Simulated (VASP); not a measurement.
OSZICAR of a VASP run on Cd₃₁CuTe₃₁:

OSZICAR:
```
       N       E                     dE             d eps       ncg     rms          rms(c)
DAV:   1    -0.149432171152E+03   -0.14943E+03   -0.50653E-05  1632   0.539E-02    0.145E-02
RMM:   2    -0.149432166273E+03    0.48786E-05   -0.44562E-05  1241   0.147E-02    0.842E-03
RMM:   3    -0.149432164874E+03    0.13992E-05   -0.10569E-05  1136   0.680E-03    0.246E-03
RMM:   4    -0.149432164738E+03    0.13602E-06   -0.40167E-06  1159   0.273E-03
   1 F= -.14943216E+03 E0= -.14943216E+03  d E =-.146202E-09  mag=     1.0000
```

### Question
Which electronic solver shows in the log?

### Answer
It is blocked Davidson (ALGO = Normal, or the opening steps of other solvers) and then RMM-DIIS (ALGO = Fast or VeryFast). The INCAR had ALGO = Fast.

### Question
How was spin treated?

### Answer
Collinear spin (ISPIN = 2): the summary line carries one mag value, 1.00 μB in the cell.

### Question
Can the final energy be trusted as converged?

### Answer
Self-consistency was reached. It stopped with EDIFF = 1E-6, NELM = 100 (PBE GGA, plane waves, VASP's PBE PAW potentials (set 64)).  The supercell is sampled at Γ alone, which is coarse: total energies, pressure and levels can be off, energies of defects by several tenths of an eV.

The cell is a supercell with a defect, built from CdTe (zinc blende): Cu_Cd-vac_Te. The total moment is imposed (NUPDOWN), so this need not be the lowest spin state.
